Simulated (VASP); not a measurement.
**Janus MoSSe monolayer and its bilayer**

Aim: relax Janus MoSSe monolayer, place its levels against the vacuum, then find how two sheets stack and bind.

Program: VASP 6.6.1. Level of theory: r2SCAN with rVV10, no spin polarisation; plane waves and PAW (Mo, S, Se). Results are calculated unless marked as measured.

Report form: the programs' logs are mostly left out.

## Step 1: The structure

The cell holds 3 atoms: 1 Mo, 1 S and 1 Se. Cell: a = 3.250 Å, b = 3.250 Å, c = 22.000 Å, α = 90.0°, β = 90.0°, γ = 120.0°. Vacuum lies along c.

As a file:

```cif
data_structure
_symmetry_space_group_name_H-M 'P 1'
_symmetry_Int_Tables_number 1
_cell_length_a 3.2500
_cell_length_b 3.2500
_cell_length_c 22.0000
_cell_angle_alpha 90.000
_cell_angle_beta 90.000
_cell_angle_gamma 120.000
_cell_volume 201.24
loop_
_atom_site_label
_atom_site_type_symbol
_atom_site_fract_x
_atom_site_fract_y
_atom_site_fract_z
_atom_site_occupancy
Mo1 Mo 0.33333 0.66667 0.50000 1
S2 S 0.66667 0.33333 0.42659 1
Se3 Se 0.66667 0.33333 0.57341 1
```

## Step 2: Relaxing the monolayer

The sheet's cell relaxes in its plane with the atoms, while the vacuum is kept.

INCAR reads:

```
SYSTEM = MoSeS
PREC = Normal
ENCUT = 350
EDIFF = 1E-06
NELM = 120
ISMEAR = 0
SIGMA = 0.03
LREAL = .FALSE.
ALGO = Normal
METAGGA = R2SCAN
LUSE_VDW = .TRUE.
IVDW_NL = 2
BPARAM = 11.95
CPARAM = 0.0093
LASPH = .TRUE.
NBANDS = 15
LORBIT = 11
LWAVE = .FALSE.
LCHARG = .FALSE.
KPAR = 4
IBRION = 2
NSW = 50
ISIF = 3
EDIFFG = -0.015
POTIM = 0.4
IDIPOL = 3
LDIPOL = .TRUE.
DIPOL = 0.5 0.5 0.5
LATTICE_CONSTRAINTS = .TRUE. .TRUE. .FALSE.
```

POSCAR reads:

```
MoSeS
1.0
    3.2500000000      0.0000000000      0.0000000000
   -1.6250000000      2.8145825623      0.0000000000
    0.0000000000      0.0000000000     22.0000000000
Mo S Se
1 1 1
Direct
    0.3333333333      0.6666666667      0.5000000000
    0.6666666667      0.3333333333      0.4265909091
    0.6666666667      0.3333333333      0.5734090909
```

KPOINTS reads:

```
Automatic mesh
0
Gamma
12 12 1
0 0 0
```

PAW data sets: Mo, S and Se (PBE family, release 64).

Launch:

```bash
mpirun -np 4 vasp_std
```

It took 7.9 min on 4 MPI ranks of Intel Xeon Platinum 8488C (Sapphire Rapids), shared host; peak memory 1.3 GiB; 31 min of CPU time.

This run has no spin polarisation, although Mo can carry a moment. The gap is read on the k-mesh alone, so it is an upper bound where the band edges lie off the mesh. The PAW data sets were made with PBE, which is usual practice but a small mismatch for other functionals. The data set Mo keeps the semicore shell frozen, which is cheaper and a little less accurate. The run keeps the 6 symmetry operations of its start, so it cannot find a distortion of lower symmetry.

Relaxation path:

```csv
step,energy less that of the first step (eV),largest force (eV/Å),pressure (GPa),volume (Å³)
1,0.0000,2.4292,-0.27,201.24
2,-0.0556,1.6773,0.04,199.58
3,-0.1034,0.0943,-0.21,200.25
4,-0.1038,0.0363,0.09,199.16
5,-0.1040,0.0195,-0.01,199.55
6,-0.1040,0.0214,-0.02,199.56
7,-0.1040,0.0229,-0.02,199.58
8,-0.1040,0.0122,-0.02,199.63
```

```csv
cell as run,before,after,change
a (Å),3.250,3.237,-0.4 %
b (Å),3.250,3.237,-0.4 %
```

The atoms that moved most (Å, along periodic axes as changes of fractional coordinates times the final cell, across vacuum about the mean position):

```csv
atom,dx,dy,dz,length
Mo1,0.000,0.000,-0.055,0.055
S2,0.000,0.000,0.032,0.032
Se3,0.000,0.000,0.023,0.023
```

Final coordinates:

```cif
data_structure
_symmetry_space_group_name_H-M 'P 1'
_symmetry_Int_Tables_number 1
_cell_length_a 3.2370
_cell_length_b 3.2370
_cell_length_c 22.0000
_cell_angle_alpha 90.000
_cell_angle_beta 90.000
_cell_angle_gamma 120.000
_cell_volume 199.63
loop_
_atom_site_label
_atom_site_type_symbol
_atom_site_fract_x
_atom_site_fract_y
_atom_site_fract_z
_atom_site_occupancy
Mo1 Mo 0.33333 0.66667 0.49748 1
S2 S 0.66667 0.33333 0.42806 1
Se3 Se 0.66667 0.33333 0.57445 1
```

This step gave:

| Property | Result |
| --- | --- |
| electronic cycles | 71 |
| electrons | 18 |
| free energy (TOTEN) | -50.3211 eV |
| Fermi energy | -2.693 eV |
| metallic | no |
| dipole moment | 0, 0, -0.03660 e·Å |
| gap on the k-mesh | 1.693 eV |
| least direct gap on the k-mesh | 1.693 eV |

The run ended after 8 ionic steps, 0.104 eV below its first step, once forces and stress met EDIFFG = -0.015.

VASP counts the dipole in electrons times Å, so a positive number points the physical dipole along −c.

## Step 3: A second relaxation

The plane waves were chosen for the start cell, so the relaxation is repeated from its end.

Edit INCAR of step 2 so:

```diff
@@ -21,3 +21,3 @@
 IBRION = 2
-NSW = 50
+NSW = 30
 ISIF = 3
```

POSCAR reads:

```
MoSeS
1.0
    3.2369693496      0.0000000000      0.0000000000
   -1.6184846748      2.8032976880      0.0000000000
    0.0000000000      0.0000000000     22.0000000000
Mo S Se
1 1 1
Direct
    0.3333333333      0.6666666667      0.4974849633
    0.6666666667      0.3333333333      0.4280636568
    0.6666666667      0.3333333333      0.5744513799
```

KPOINTS is that of step 2.

Launch:

```bash
mpirun -np 4 vasp_std
```

The job ended after 1.9 min (4 MPI ranks; peak memory 1.2 GiB).

Little changed from the start: no atom moved by 0.005 Å and no cell edge by 0.1 %.

This step gave:

```
electronic cycles   : 23
free energy (TOTEN) : -50.3207 eV
dipole moment       : 0, 0, -0.03656 e·Å
```

The start already met the threshold, so nothing moved.

## Step 4: Potential and states of the slab

A static run writes the electrostatic potential without exchange and correlation (LVHAR), which is flat in the vacuum and gives the level to count from. The dipole correction cancels the field that unlike faces would set up across the vacuum.

INCAR reads:

```
SYSTEM = MoSeS
PREC = Normal
ENCUT = 350
EDIFF = 1E-06
NELM = 120
ISMEAR = 0
SIGMA = 0.03
LREAL = .FALSE.
ALGO = Normal
METAGGA = R2SCAN
LUSE_VDW = .TRUE.
IVDW_NL = 2
BPARAM = 11.95
CPARAM = 0.0093
LASPH = .TRUE.
NBANDS = 15
LORBIT = 11
LWAVE = .FALSE.
LCHARG = .TRUE.
IDIPOL = 3
LDIPOL = .TRUE.
DIPOL = 0.5 0.5 0.5
LVHAR = .TRUE.
LVACPOTAV = .TRUE.
NEDOS = 1500
LELF = .TRUE.
```

POSCAR is that of step 3.

KPOINTS is that of step 3.

KPOINTS_OPT reads:

```
Line mode
14
Line-mode
Reciprocal
  0.00000000   0.00000000   0.00000000 GAMMA
  0.50000000   0.00000000   0.00000000 M

  0.50000000   0.00000000   0.00000000 M
  0.33333333   0.33333333   0.00000000 K

  0.33333333   0.33333333   0.00000000 K
  0.00000000   0.00000000   0.00000000 GAMMA
```

Launch:

```bash
mpirun -np 4 vasp_std
```

It took 77 s on 4 MPI ranks; peak memory 0.74 GiB; 5.1 min of CPU time.

This step gave:

* Fermi energy: -2.747 eV
* least gap on mesh and path: 1.693 eV
* least direct gap on mesh and path: 1.693 eV
* vacuum levels: 2.646, 3.375 eV
* ionisation potentials of the upper and lower face: 5.530, 6.258 eV
* electron affinities of the upper and lower face: 3.837, 4.566 eV

Electronic bands along the path, in eV, zero at the valence-band top; v1 is the highest filled band, c1 the lowest empty one:

```csv
point,v4,v3,v2,v1,c1,c2,c3,c4
Γ,-1.99,-1.28,-1.28,-0.01,3.03,3.03,3.35,3.35
0.54 of the way,-2.59,-1.55,-1.48,-0.76,2.13,2.44,3.19,4.06
M,-3.14,-1.99,-0.82,-0.65,2.21,2.66,4.06,4.43
0.54 of the way,-3.21,-2.56,-2.00,-0.24,2.07,3.02,3.48,4.57
K,-3.65,-3.05,-2.23,0.00,1.69,3.04,3.53,4.97
0.46 of the way,-3.27,-2.00,-1.27,-0.66,1.90,2.49,2.91,4.38
Γ,-1.99,-1.28,-1.28,-0.01,3.03,3.03,3.35,3.35
```

Of the projections kept (Mo, S, Se), the largest for each band there; the rest of the weight can lie on other orbitals:

```csv
point,v4,v3,v2,v1,c1,c2,c3,c4
Γ,Se 0.51,Mo 0.68,Mo 0.68,Mo 0.79,Mo 0.48,Mo 0.48,Se 0.54,Se 0.54
M,Mo 0.59,Se 0.40,Se 0.47,Mo 0.73,Mo 0.95,Mo 0.91,Mo 0.64,Mo 0.59
K,Mo 0.40,S 0.47,Mo 0.41,Mo 0.86,Mo 0.93,Mo 0.75,Mo 0.81,Mo 0.70
Γ,Se 0.51,Mo 0.68,Mo 0.68,Mo 0.79,Mo 0.48,Mo 0.48,Se 0.54,Se 0.54
```

Zero at the Fermi level. Table of planar average of the electrostatic potential by height:

```csv
height (Å),planar average of the electrostatic potential (eV)
0,5.76
1,6.12
2,6.12
3,6.12
4,6.12
5,6.12
6,6.12
7,6.10
8,5.56
9,-6.72
10,-6.71
11,-7.89
12,-6.56
13,-8.55
14,4.45
15,5.35
16,5.39
17,5.39
18,5.39
19,5.39
20,5.39
21,5.39
```

Density of states in the PAW spheres, an atom over height of the layer and energy from the Fermi level.

Ten even steps from '_' (0.00 states/eV) to '@' (1.38 states/eV), each cell a mean:
```
______
__..__
..@@..
::@@..
..==--
--++++
==##**
::==::
::++..
--##::
==##--
==**--
--++--
......
--**--
--**==
..::..
______
______
______
______
______
```
Columns: height of the layer (Å) from 9.4 to 12.6 (not evenly spaced); rows upwards: energy from the Fermi level (eV) from -7.9 to 0.5.

Valence density in the ca plane at fractional y = 0.333, with atoms of S and Se within 0.2 Å of it. It is the smooth field of the valence electrons, not physical close to the nuclei.

Values in units of 1e-1 e/Å³, 5 rows by 16 columns, each cell a mean:
```
0.0 0.0 0.0 0.0 0.9 7.3 7.5 2.8 6.3 6.5 1.3 0.1 0.0 0.0 0.0 0.0
0.0 0.0 0.0 0.0 1.7 7.7 7.8 2.8 5.8 5.1 2.3 0.1 0.0 0.0 0.0 0.0
0.0 0.0 0.0 0.0 1.0 7.5 7.7 2.8 6.3 6.6 1.3 0.1 0.0 0.0 0.0 0.0
0.0 0.0 0.0 0.0 0.3 1.8 3.0 3.5 2.9 2.1 0.4 0.0 0.0 0.0 0.0 0.0
0.0 0.0 0.0 0.0 0.2 1.7 2.8 3.5 2.8 2.0 0.3 0.0 0.0 0.0 0.0 0.0
```
Columns run along c (16.0 Å, from fractional 0.17 to 0.90 of the cell), rows up along a (3.2 Å). Atoms in or near the plane, at fractional coordinates: S at (0.43, 0.67), Se at (0.57, 0.67).

ELF in the ca plane at fractional y = 0.333, with atoms of S and Se within 0.2 Å of it. It is the smooth field of the valence electrons, not physical close to the nuclei.

Values, 5 rows by 16 columns, each cell a mean:
```
0.00 0.00 0.01 0.18 0.72 0.83 0.69 0.30 0.76 0.85 0.68 0.14 0.00 0.00 0.00 0.00
0.00 0.00 0.03 0.31 0.86 0.69 0.62 0.33 0.63 0.81 0.83 0.27 0.02 0.00 0.00 0.00
0.00 0.00 0.02 0.19 0.72 0.82 0.68 0.30 0.75 0.85 0.68 0.14 0.01 0.00 0.00 0.00
0.00 0.00 0.00 0.01 0.16 0.39 0.31 0.18 0.40 0.40 0.15 0.01 0.00 0.00 0.00 0.00
0.00 0.00 0.00 0.01 0.14 0.38 0.29 0.18 0.39 0.38 0.13 0.01 0.00 0.00 0.00 0.00
```
Columns run along c (16.0 Å, from fractional 0.17 to 0.90 of the cell), rows up along a (3.2 Å). Atoms in or near the plane, at fractional coordinates: S at (0.43, 0.67), Se at (0.57, 0.67).

The map of layer states is cut here 0.5 eV above the Fermi level, so it leaves out the states above that.

The vacuum level lies 5.53 eV above the highest filled level at the upper face; the two faces differ by 0.73 eV, the step that the slab's dipole of -0.037 e·Å makes.

VASP counts the dipole in electrons times Å, so a positive number points the physical dipole along −c.

The program found no field-free point at its default tolerance, but its printed level agrees with the flat part of the planar average.

## Step 5: The slab in a field, field -0.1

A field across the slab, with the atoms held, gives the electronic response: the dipole changes linearly with the field, and the energy has a linear term from the slab's own dipole and a quadratic one from its polarisability.

Edit INCAR of step 4 so:

```diff
@@ -18,3 +18,4 @@
 LWAVE = .FALSE.
-LCHARG = .TRUE.
+LCHARG = .FALSE.
+KPAR = 4
 IDIPOL = 3
@@ -22,5 +23,2 @@
 DIPOL = 0.5 0.5 0.5
-LVHAR = .TRUE.
-LVACPOTAV = .TRUE.
-NEDOS = 1500
-LELF = .TRUE.
+EFIELD = -0.1
```

POSCAR is that of step 4.

KPOINTS is that of step 4.

Launch:

```bash
mpirun -np 4 vasp_std
```

Elapsed: 1.9 min, on 4 MPI ranks; peak memory 1.2 GiB.

This step gave:

- free energy (TOTEN): -50.3256 eV
- Fermi energy: -2.750 eV
- dipole moment: 0, 0, -0.06306 e·Å
- gap on the k-mesh: 1.692 eV
- least direct gap on the k-mesh: 1.692 eV

Energy at zero smearing: -50.32564 eV.

## Step 6: The slab in a field, field 0.1

Edit INCAR of step 5 so:

```diff
@@ -23,2 +23,2 @@
 DIPOL = 0.5 0.5 0.5
-EFIELD = -0.1
+EFIELD = 0.1
```

POSCAR is that of step 5.

KPOINTS is that of step 5.

Launch:

```bash
mpirun -np 4 vasp_std
```

The job ended after 2 min (4 MPI ranks; peak memory 1.2 GiB; 7.9 min of CPU time).

Numbers from this step:

* free energy (TOTEN): -50.3183 eV
* Fermi energy: -2.732 eV
* dipole moment: 0, 0, -0.01005 e·Å
* gap on the k-mesh: 1.693 eV
* least direct gap on the k-mesh: 1.693 eV

Energy at zero smearing: -50.31833 eV.

## Step 7: With spin-orbit coupling

This step: r2SCAN with rVV10, spin-orbit coupling, no spin polarisation; plane waves and PAW (Mo, S, Se) (VASP 6.6.1).

For heavy elements spin-orbit coupling shifts the highest filled levels.

Edit INCAR of step 6 so:

```diff
@@ -15,4 +15,8 @@
 LASPH = .TRUE.
-NBANDS = 15
-LORBIT = 11
+LNONCOLLINEAR = .TRUE.
+MAGMOM = 0 0 0 0 0 0 0 0 0
+NBANDS = 30
+GGA_COMPAT = .FALSE.
+LSORBIT = .TRUE.
+LMAXMIX = 4
 LWAVE = .FALSE.
@@ -23,2 +27 @@
 DIPOL = 0.5 0.5 0.5
-EFIELD = 0.1
```

POSCAR is that of step 6.

KPOINTS is that of step 6.

KPOINTS_OPT is that of step 4.

Launch:

```bash
mpirun -np 4 vasp_ncl
```

Elapsed: 39 min, on 4 MPI ranks; peak memory 2.5 GiB.

The electronic loop did not meet EDIFF within NELM cycles, so this run is left out of the comparison.

## Step 8: A rigid stacking

This step: r2SCAN with rVV10, no spin polarisation; plane waves and PAW (Mo, S, Se) (VASP 6.6.1).

System of this step: bilayer of Janus MoSSe monolayer. The cell holds 6 atoms: 2 Mo, 2 S and 2 Se. Its edges and angles: a = 3.237 Å, b = 3.237 Å, c = 26.541 Å, α = 90.0°, β = 90.0°, γ = 120.0°. upper sheet same orientation, shifted by (0.00, 0.00). Vacuum lies along c.

Two rigid sheets are set at a typed distance in several high-symmetry stackings, to find where to start. The upper sheet is shifted or turned in the plane and never flipped over.

INCAR reads:

```
SYSTEM = MoSeS
PREC = Normal
ENCUT = 350
EDIFF = 1E-05
NELM = 120
ISMEAR = 0
SIGMA = 0.03
LREAL = .FALSE.
ALGO = Normal
METAGGA = R2SCAN
LUSE_VDW = .TRUE.
IVDW_NL = 2
BPARAM = 11.95
CPARAM = 0.0093
LASPH = .TRUE.
NBANDS = 24
LORBIT = 11
LWAVE = .FALSE.
LCHARG = .FALSE.
KPAR = 4
IDIPOL = 3
LDIPOL = .TRUE.
DIPOL = 0.5 0.5 0.499
```

POSCAR reads:

```
MoSeS
1.0
    3.2369693496      0.0000000000      0.0000000000
   -1.6184846748      2.8032976880      0.0000000000
    0.0000000000      0.0000000000     26.5410598164
Mo S Se
2 2 2
Direct
    0.3333333300      0.6666666700      0.3778021200
    0.3333333300      0.6666666700      0.6159437000
    0.6666666700      0.3333333300      0.3202585000
    0.6666666700      0.3333333300      0.5584000800
    0.6666666700      0.3333333300      0.4415999200
    0.6666666700      0.3333333300      0.6797415000
```

KPOINTS is that of step 7.

Launch:

```bash
mpirun -np 4 vasp_std
```

Run time: 3.1 min. Hardware: 4 MPI ranks; peak memory 1.4 GiB.

This step gave:

- electronic cycles: 24
- electrons: 36
- free energy (TOTEN): -100.6126 eV
- Fermi energy: -0.158 eV
- dipole moment: 0, 0, -0.06493 e·Å
- gap on the k-mesh: 0.7898 eV
- least direct gap on the k-mesh: 1.122 eV

Force by atom:

```csv
atom,x (eV/Å),y (eV/Å),z (eV/Å),size
Mo1,0.000,0.000,-0.133,0.133
Mo2,0.000,0.000,0.057,0.057
S3,0.000,0.000,0.005,0.005
S4,0.000,0.000,0.580,0.580
Se5,0.000,0.000,-0.526,0.526
Se6,0.000,0.000,0.016,0.016
```

Energy at zero smearing: -100.61262 eV.

## Step 9: A rigid stacking

INCAR is that of step 8.

POSCAR reads:

```
MoSeS
1.0
    3.2369693496      0.0000000000      0.0000000000
   -1.6184846748      2.8032976880      0.0000000000
    0.0000000000      0.0000000000     26.5410598164
Mo S Se
2 2 2
Direct
    0.3333333300      0.6666666700      0.3778021200
    0.6666666700      0.3333333300      0.6159437000
    0.6666666700      0.3333333300      0.3202585000
    0.0000000000      1.0000000000      0.5584000800
    0.6666666700      0.3333333300      0.4415999200
    0.0000000000      1.0000000000      0.6797415000
```

KPOINTS is that of step 8.

Launch:

```bash
mpirun -np 4 vasp_std
```

Run time: 2.9 min. Hardware: 4 MPI ranks; peak memory 1.4 GiB.

Energy at zero smearing: -100.83180 eV.

## Step 10: A rigid stacking

INCAR is that of step 9.

POSCAR reads:

```
MoSeS
1.0
    3.2369693496      0.0000000000      0.0000000000
   -1.6184846748      2.8032976880      0.0000000000
    0.0000000000      0.0000000000     26.5410598164
Mo S Se
2 2 2
Direct
    0.3333333300      0.6666666700      0.3778021200
    1.0000000000      0.0000000000      0.6159437000
    0.6666666700      0.3333333300      0.3202585000
    0.3333333300      0.6666666700      0.5584000800
    0.6666666700      0.3333333300      0.4415999200
    0.3333333300      0.6666666700      0.6797415000
```

KPOINTS is that of step 9.

Launch:

```bash
mpirun -np 4 vasp_std
```

It took 2.8 min on 4 MPI ranks; peak memory 1.4 GiB.

Energy at zero smearing: -100.83940 eV.

## Step 11: A rigid stacking

INCAR is that of step 10.

Edit POSCAR of step 10 so:

```diff
@@ -9,3 +9,3 @@
     0.3333333300      0.6666666700      0.3778021200
-    1.0000000000      0.0000000000      0.6159437000
+    0.6666666700      0.3333333300      0.6159437000
     0.6666666700      0.3333333300      0.3202585000
```

KPOINTS is that of step 10.

Launch:

```bash
mpirun -np 4 vasp_std
```

Run time: 2.3 min. Hardware: 4 MPI ranks; peak memory 1.4 GiB; 9 min of CPU time.

Energy at zero smearing: -100.83822 eV.

## Step 12: A rigid stacking

INCAR is that of step 11.

POSCAR reads:

```
MoSeS
1.0
    3.2369693496      0.0000000000      0.0000000000
   -1.6184846748      2.8032976880      0.0000000000
    0.0000000000      0.0000000000     26.5410598164
Mo S Se
2 2 2
Direct
    0.3333333300      0.6666666700      0.3778021200
    0.0000000000      1.0000000000      0.6159437000
    0.6666666700      0.3333333300      0.3202585000
    0.6666666700      0.3333333300      0.5584000800
    0.6666666700      0.3333333300      0.4415999200
    0.6666666700      0.3333333300      0.6797415000
```

KPOINTS is that of step 11.

Launch:

```bash
mpirun -np 4 vasp_std
```

Run time: 2.9 min. Hardware: 4 MPI ranks; peak memory 1.4 GiB; 12 min of CPU time.

Energy at zero smearing: -100.63082 eV.

## Step 13: A rigid stacking

INCAR is that of step 12.

POSCAR reads:

```
MoSeS
1.0
    3.2369693496      0.0000000000      0.0000000000
   -1.6184846748      2.8032976880      0.0000000000
    0.0000000000      0.0000000000     26.5410598164
Mo S Se
2 2 2
Direct
    0.3333333300      0.6666666700      0.3778021200
    0.3333333300      0.6666666700      0.6159437000
    0.6666666700      0.3333333300      0.3202585000
    1.0000000000      0.0000000000      0.5584000800
    0.6666666700      0.3333333300      0.4415999200
    1.0000000000      0.0000000000      0.6797415000
```

KPOINTS is that of step 12.

Launch:

```bash
mpirun -np 4 vasp_std
```

Wall time 2.5 min (4 MPI ranks); peak memory 1.4 GiB.

Energy at zero smearing: -100.81832 eV.

## Step 14: Relaxing the bilayer

The lowest stacking relaxes at the monolayer's lattice.

Edit INCAR of step 13 so:

```diff
@@ -3,3 +3,3 @@
 ENCUT = 350
-EDIFF = 1E-05
+EDIFF = 1E-07
 NELM = 120
@@ -20,2 +20,8 @@
 KPAR = 4
+IBRION = 2
+NSW = 70
+ISIF = 2
+EDIFFG = -0.004
+POTIM = 0.8
+MAXMIX = 40
 IDIPOL = 3
```

POSCAR reads:

```
MoSeS
1.0
    3.2369693496      0.0000000000      0.0000000000
   -1.6184846748      2.8032976880      0.0000000000
    0.0000000000      0.0000000000     26.5410598164
Mo S Se
2 2 2
Direct
    0.3333333300      0.6666666700      0.3778021200
    1.0000000000      0.0000000000      0.6159437000
    0.6666666700      0.3333333300      0.3202585000
    0.3333333300      0.6666666700      0.5584000800
    0.6666666700      0.3333333300      0.4415999200
    0.3333333300      0.6666666700      0.6797415000
```

KPOINTS is that of step 13.

Launch:

```bash
mpirun -np 4 vasp_std
```

Elapsed: 39 min, on 4 MPI ranks; peak memory 1.4 GiB; 2.5 h of CPU time.

Step by step (22 of 24):

```csv
step,energy less that of the first step (eV),largest force (eV/Å)
1,0.0000,0.0296
2,0.0000,0.0476
3,0.0000,0.0169
4,-0.0001,0.0153
5,-0.0001,0.0169
6,-0.0001,0.0164
8,-0.0002,0.0655
9,-0.0002,0.0552
10,-0.0002,0.0543
11,-0.0002,0.0516
12,-0.0003,0.0460
13,-0.0003,0.0384
14,-0.0004,0.0354
15,-0.0004,0.0586
16,-0.0005,0.0434
17,-0.0005,0.0374
19,-0.0006,0.0373
20,-0.0007,0.0192
21,-0.0007,0.0082
22,-0.0007,0.0067
23,-0.0007,0.0064
24,-0.0007,0.0034
```

The atoms that moved most (Å):

```csv
atom,dx,dy,dz,length
Mo1,0.000,0.000,-0.031,0.031
S4,0.000,0.000,0.031,0.031
Se5,0.000,0.000,-0.031,0.031
Se6,0.000,0.000,0.031,0.031
Mo2,0.000,0.000,0.031,0.031
S3,0.000,0.000,-0.030,0.030
```

Final coordinates:

```
Mo S Se
1.0
     3.23697    0.00000    0.00000
    -1.61848    2.80330    0.00000
     0.00000    0.00000   26.54106
Mo S Se
2 2 2
Direct
  0.33333 0.66667 0.37662
  0.00000 0.00000 0.61710
  0.66667 0.33333 0.31911
  0.33333 0.66667 0.55957
  0.66667 0.33333 0.44044
  0.33333 0.66667 0.68090
```

This step gave:

| Property | Result |
| --- | --- |
| electronic cycles | 248 |
| free energy (TOTEN) | -100.8401 eV |
| Fermi energy | -0.2947 eV |
| dipole moment | 0, 0, -0.06577 e·Å |
| gap on the k-mesh | 0.9206 eV |
| least direct gap on the k-mesh | 1.107 eV |

The run ended after 24 ionic steps, 0.001 eV below its first step, once the forces on the free atoms met EDIFFG = -0.004.

(Continued in part 2 of 2.)

[Lines on the potential files, build, host, timing and source positions are cut from VASP's logs without a mark.]

[Logs are printed without paths, hosts, clocks, repeated set-up lines and the standing remarks that a program may print on its own settings, such as how far it seeks lower states.]

[Hosts, paths, dates, database ids (printed as entryN), source tags and the programs' standing remarks are cut or masked in the printed files.]

[Runs that stopped without an error message from VASP are left out.]
